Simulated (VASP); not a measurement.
An input for Ansatz (written as the equivalent of a VASP run, and not itself run):

Ansatz 0.2 input:
```yaml
crystal:
  lattice:
    - [1.3800000, -2.3902300, 0.0000000]
    - [1.3800000, 2.3902300, 0.0000000]
    - [0.0000000, 0.0000000, 4.4600000]
  atoms:
    - { symbol: Re, position: [0.3333330, 0.6666670, 0.2500000] }
    - { symbol: Re, position: [0.6666670, 0.3333330, 0.7500000] }
kpoints:
  mp_grid: { grid: [14, 14, 8] }
hamiltonian:
  xc: pbe
  pseudopotentials: { kind: paw }
scf:
  occupations: { method: methfessel_paxton, width: 0.1 }
  max_iter: 100
output: { forces: true, stress: true, eigenvalues: true }
```

Write the VASP files for the same calculation (PBE).

One answer among several that fit: 
INCAR:
```
# general
SYSTEM =Re
PREC   =Accurate
ENCUT  =400
LREAL  =.False.
LASPH  =.True.

# electronic loop
EDIFF  =1E-3
NELM   =100
ALGO   =Normal
LMAXMIX=6

# smearing
ISMEAR =1
SIGMA  =0.1

# functional
GGA    =PE

# ions
ISIF   =2

# output
LWAVE  =.False.
LCHARG =.False.
```

**POSCAR**
```
Re
1
    1.3800000000    -2.3902300000     0.0000000000
    1.3800000000     2.3902300000     0.0000000000
    0.0000000000     0.0000000000     4.4600000000
Re
2
Direct
  0.3333330000   0.6666670000   0.2500000000
  0.6666670000   0.3333330000   0.7500000000
```

**KPOINTS**
```
K-points
0
gamma
  14 14 8
0 0 0
```

POTCAR, in this order: Re (PBE.64 set). Program: vasp_std.

Limits of the translation: each code has its own PAW files, so the cut-off isn't converted (ENCUT is set for VASP's; basis.ecutwfc is left out, and Ansatz then takes the one that its files recommend); Ansatz stops its SCF on the density residual and VASP on the energy change (EDIFF).

The compound is Re in the hcp structure. The cell was not relaxed at this level. The run is one of a series of settings (EDIFF = 1E-3 against the base run), some of them coarse on purpose.
